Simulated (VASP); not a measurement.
```
BaSi2
1.0
    4.04165     0.00000     0.00000
   -2.02082     3.50017     0.00000
    0.00000     0.00000     5.26116
Ba Si
1 2
Cartesian
  0.00000   0.00000   0.00000
  2.02083   1.16672   2.96429
  0.00000   2.33345   2.29687
```

Calculation: PBEsol GGA, VASP's PBE PAW potentials (set 64) (plane waves; VASP). Settings: 400 eV cut-off, Gaussian smearing of 0.050 eV, potentials Ba_sv Si.

Unless said otherwise, spin-orbit coupling is left out, though it shifts the bands of the heavy elements here.

Problem. Estimate the band gap (along the path) with the smallest direct gap where there is one.

Solution. 
The band gap (along the path) comes out as none (metal, semimetal or under 0.01 eV).

The absolute energy has meaning only against runs of the same code, potentials and settings.

The structure comes from a computed database's BaSi2 entry (P-3m1); how it stands against other phases isn't given here. It was relaxed first.
